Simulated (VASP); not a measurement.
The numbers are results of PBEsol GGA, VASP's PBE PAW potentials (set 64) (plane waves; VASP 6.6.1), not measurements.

VASP input:

### POSCAR
```
Hf3ZrC4
1.0
  0.0000000000   2.3113121562   2.3113121562
  2.3113121562   0.0000000000   2.3113121562
  9.2456307804   9.2456307804  -0.0003821555
Zr C Hf
1 4 3
Cart
  0.0000000000   0.0000000000   0.0000000000
  2.3271956382   2.3271956382   2.2954286747
  4.6263241482   4.6263241482   2.3076123205
  6.9306187884   6.9306187884   2.3146298364
  9.2297472984   9.2297472984   2.3268134822
  4.6308250586   4.6308250586   4.6144235662
  4.6228153902   4.6228153902  -0.0001910778
  6.9261178780   6.9261178780   0.0078185907
```

### INCAR
```
SYSTEM=Hf3ZrC4
PREC=Accurate; ENCUT=520; LREAL=.FALSE.
LASPH=.TRUE.
EDIFF=1E-6; NELM=100; ALGO=Normal
LMAXMIX=6
ISMEAR=1; SIGMA=0.1
GGA=PS
IBRION=2; NSW=60; ISIF=3
EDIFFG=-0.02
LWAVE=.FALSE.; LCHARG=.FALSE.
```

**KPOINTS**
```
Automatic
0
Gamma
  10 10 3
```

POTCAR, in this order: Zr_sv C Hf_pv (PBE.64 set). Program: vasp_std.

The run wrote:

### OSZICAR
```
       N       E                     dE             d eps       ncg     rms          rms(c)
DAV:   1     0.335928081712E+03    0.33593E+03   -0.32441E+04  5304   0.170E+03
DAV:   2    -0.733148758249E+02   -0.40924E+03   -0.40135E+03  6512   0.412E+02
DAV:   3    -0.982407750427E+02   -0.24926E+02   -0.24442E+02  7896   0.766E+01
DAV:   4    -0.989983926188E+02   -0.75762E+00   -0.75671E+00  7518   0.121E+01
DAV:   5    -0.990082569550E+02   -0.98643E-02   -0.98631E-02  7204   0.144E+00    0.108E+02
DAV:   6    -0.874060326823E+02    0.11602E+02   -0.88090E+01  5846   0.310E+01    0.724E+01
DAV:   7    -0.874118514657E+02   -0.58188E-02   -0.83346E+00  6456   0.117E+01    0.186E+01
DAV:   8    -0.871491470589E+02    0.26270E+00   -0.17890E+00  6620   0.474E+00    0.373E+00
DAV:   9    -0.871408277707E+02    0.83193E-02   -0.14712E-01  6700   0.196E+00    0.343E+00
DAV:  10    -0.871391427265E+02    0.16850E-02   -0.19764E-02  6614   0.812E-01    0.453E-01
DAV:  11    -0.871390074962E+02    0.13523E-03   -0.21686E-03  6520   0.264E-01    0.126E-01
DAV:  12    -0.871389715475E+02    0.35949E-04   -0.17947E-04  7896   0.814E-02    0.248E-01
DAV:  13    -0.871389525838E+02    0.18964E-04   -0.92783E-05  7252   0.610E-02    0.301E-02
DAV:  14    -0.871389539035E+02   -0.13198E-05   -0.14025E-05  7640   0.189E-02    0.263E-02
DAV:  15    -0.871389534429E+02    0.46067E-06   -0.55761E-07  3284   0.458E-03
   1 F= -.87138953E+02 E0= -.87139145E+02  d E =-.871390E+02
       N       E                     dE             d eps       ncg     rms          rms(c)
DAV:   1    -0.871394138925E+02   -0.45999E-03   -0.29748E-02  5684   0.117E+00    0.508E-01
DAV:   2    -0.871391127962E+02    0.30110E-03   -0.13989E-03  6200   0.235E-01    0.144E-01
DAV:   3    -0.871389884260E+02    0.12437E-03   -0.26521E-04  7188   0.100E-01    0.568E-02
DAV:   4    -0.871389771545E+02    0.11272E-04   -0.81293E-05  8132   0.418E-02    0.508E-02
DAV:   5    -0.871389807381E+02   -0.35837E-05   -0.65326E-06  6940   0.145E-02    0.229E-02
DAV:   6    -0.871389824806E+02   -0.17425E-05   -0.25575E-06  5178   0.771E-03    0.488E-03
DAV:   7    -0.871389826559E+02   -0.17534E-06   -0.32671E-07  3050   0.336E-03
   2 F= -.87138983E+02 E0= -.87139172E+02  d E =-.292131E-04
```

OUTCAR:
```
------------------------ aborting loop because EDIFF is reached ----------------------------------------
  FORCE on cell =-STRESS in cart. coord.  units (eV):
  Direction    XX          YY          ZZ          XY          YZ          ZX
  --------------------------------------------------------------------------------------
  Total        0.1461473      0.1461473      0.1461473     -0.0126452      0.0126452      0.0126452
  in kB        2.3737923      2.3737923      2.3737923     -0.2053899      0.2053899      0.2053899
  external PRESSURE =       2.3737923 kB  Pullay stress =       0.0000000 kB
  volume of cell :       98.64
      direct lattice vectors                 reciprocal lattice vectors
     0.000000000  2.309540047  2.309540047    -0.216428180  0.216558467  0.216428180
     2.309540047  0.000000000  2.309540047     0.216558467 -0.216428180  0.216428180
     9.243724780  9.243724780 -0.005564591     0.054074473  0.054074473 -0.054074473
 POSITION                                       TOTAL-FORCE (eV/Angst)
 -----------------------------------------------------------------------------------
      2.30954      2.30954      4.61908         0.000000      0.000000     -0.000000
      2.32618      2.32618      2.29290         0.002633      0.002633     -0.002633
      4.62550      4.62550      2.30312         0.002247      0.002247     -0.002247
      6.92776      6.92776      2.31040        -0.002247     -0.002247      0.002247
      9.22709      9.22709      2.32061        -0.002633     -0.002633      0.002633
      4.62869      4.62869      4.60947         0.004791      0.004791     -0.004791
      6.93140      6.93140      4.61630         0.000000      0.000000      0.000000
      6.92458      6.92458      0.00404        -0.004791     -0.004791      0.004791
 -----------------------------------------------------------------------------------
    total drift:                               -0.000000     -0.000000     -0.000000
  FREE ENERGIE OF THE ION-ELECTRON SYSTEM (eV)
  ---------------------------------------------------
  free  energy   TOTEN  =       -87.1389826559 eV

  energy  without entropy=      -87.1395496410  energy(sigma->0) =      -87.13917165

 reached required accuracy - stopping structural energy minimisation
```
(Selected blocks of OUTCAR.)

CONTCAR:
```
Hf3ZrC4
   1.00000000000000
     0.0000000000000009    2.3095400473901684    2.3095400473901662
     2.3095400473901684    0.0000000000000009    2.3095400473901662
     9.2437247803428377    9.2437247803428377   -0.0055645906822378
  Zr              C               Hf
     1     4     3
Direct
     1.0000000000000000    1.0000000000000000    0.0000000000000000
     0.4965517240433918    0.4965517240433918    0.1275862070174553
     0.4990622768200992    0.4990622768200992    0.3757032923849273
     0.5009377231799007    0.5009377231799007    0.6242967076150726
     0.5034482759566082    0.5034482759566082    0.8724137929825447
     0.9982224600789451    0.9982224600789451    0.2513331549407894
     1.0000000000000000    1.0000000000000000    0.5000000000000000
     0.0017775399210549    0.0017775399210549    0.7486668450592106
```

The structure was generated: Hf3ZrC4 was put into an ordered model structure (R-3m), which need not be its known phase. This run relaxes it. Symmetry was kept, so distortions that lower it aren't found. The start is the result of an earlier pass.
